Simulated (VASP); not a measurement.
Runs of VASP 6.6.1 on OInClH2. The cell holds a molecule in a box, 5 atoms: a = 13.000 Å, b = 13.000 Å, c = 11.000 Å, α = 90.00°, β = 90.00°, γ = 90.00°. 

| task | level | cell | grid for exact exchange (PRECFOCK) | exchange at q = 0 | gap on the mesh (eV) | largest force (eV/Å) |
| --- | --- | --- | --- | --- | --- | --- |
| single point | PBE | as given | - | - | 4.89 | 0.68 |
| single point | PBE | atoms moved at random, drawn with an rms of 0.05 Å | - | - | 4.62 | 2.60 |
| single point | PBE0+D4 | as given | Fast | default | (a) | 0.11 |
| electron localisation function | PBE | as given | - | - | 4.89 | 0.68 |
| relaxation of the atoms | PBE | atoms relaxed from: atoms moved at random, drawn with an rms of 0.02 Å | - | - | 4.68 | 0.02 |

Alike in all rows: potentials or basis VASP PAW PBE potentials, release 64 (O, In_d, Cl, H); no spin polarisation; k mesh 1 × 1 × 1; cutoff (eV) 520; smearing gaussian 0.01 eV.

Fill in the values left out.

(a) 7.14.

Caveats: spin-orbit coupling is left out, which moves the levels of the heavy elements; the PAW data sets were made with another functional, which shifts forces and pressure a little (some runs).

A k mesh can miss the band edges, and the runs leave out spin-orbit coupling on In.
